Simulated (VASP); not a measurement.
Data:

```yaml
crystal:
  lattice:
    - [2.09357, -3.62616, 0.00000]
    - [2.09357, 3.62616, 0.00000]
    - [0.00000, 0.00000, 7.09358]
  atoms:
    - { symbol: Mg, position: [0.00000, 0.00000, 0.00000] }
    - { symbol: I, position: [0.33333, 0.66667, 0.23433] }
    - { symbol: I, position: [0.66667, 0.33333, 0.76567] }
```

Calculation: r2SCAN meta-GGA, VASP's PBE PAW potentials (set 64) (plane waves; VASP). Run with 520 eV cut-off, 6×6×3 Γ-centred mesh, Gaussian smearing of 0.050 eV, potentials Mg I.

Problem. What does the run give for the energy per atom (σ→0)?

Solution. 
- energy per atom (σ→0) = -18.979 eV/atom

Only differences to runs with the same potentials and settings are physical.

The compound is MgI2 in the 1T layered structure. It was relaxed first, which changed the volume by +5 %. The start is the result of an earlier pass.
